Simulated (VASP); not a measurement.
The input files of a VASP run:

**KPOINTS**
```
Automatic
0
G
  16 16 16
0 0 0
```

INCAR:
```
SYSTEM  =  In
PREC  =  Accurate; ENCUT  =  520; LREAL  =  .False.
LASPH  =  .True.
EDIFF  =  1E-7; NELM  =  100; ALGO  =  Normal
LMAXMIX  =  4
ISMEAR  =  1; SIGMA  =  0.1
GGA  =  PE
IBRION  =  2; NSW  =  30; ISIF  =  4
EDIFFG  =  -0.01
LWAVE  =  .False.; LCHARG  =  .False.
```

**POSCAR**
```
In
1.0
 -1.6261357032   1.6261357032   2.5087817966
  1.6261357032  -1.6261357032   2.5087817966
  1.6261357032   1.6261357032  -2.5087817966
In
1
Direct
  0.0000000000   0.0000000000   0.0000000000
```

POTCAR, in this order: In_d (PBE.64 set). Program: vasp_std.

Task: Translate this PBE calculation to Quantum ESPRESSO's pw.x.

Result: One equivalent input (not run):
```
&CONTROL
  calculation = 'vc-relax'
  pseudo_dir = './pseudo'
  outdir = './out'
  tprnfor = .true.
  tstress = .true.
  nstep = 30
  forc_conv_thr = 0.00039
/
&SYSTEM
  ibrav = 0
  nat = 1
  ntyp = 1
  ecutwfc = 70
  occupations = 'smearing'
  smearing = 'methfessel-paxton'
  degauss = 0.00735
  input_dft = 'pbe'
/
&ELECTRONS
  conv_thr = 7.3e-09
  electron_maxstep = 100
/
&IONS
/
&CELL
  cell_dofree = 'shape'
/
ATOMIC_SPECIES
  In 114.818 In.upf
CELL_PARAMETERS angstrom
    -1.6261357    1.6261357    2.5087818
     1.6261357   -1.6261357    2.5087818
     1.6261357    1.6261357   -2.5087818
ATOMIC_POSITIONS crystal
  In   0.0000000  0.0000000  0.0000000
K_POINTS automatic
  16 16 16 0 0 0
```
The two are equivalent in intent, not identical: the potentials are each code's own (VASP's PAW set, PseudoDojo norm-conserving files in pw.x), so ENCUT and ecutwfc are chosen apart and not converted; conv_thr bounds pw.x's estimated SCF error, while EDIFF bounds the energy change between steps; forc_conv_thr acts on force components and is met together with etot_conv_thr.

The compound is In in the bct structure. This cell is one point of a volume scan, at 0.97 of the reference volume. Symmetry was kept, so distortions that lower it aren't found.
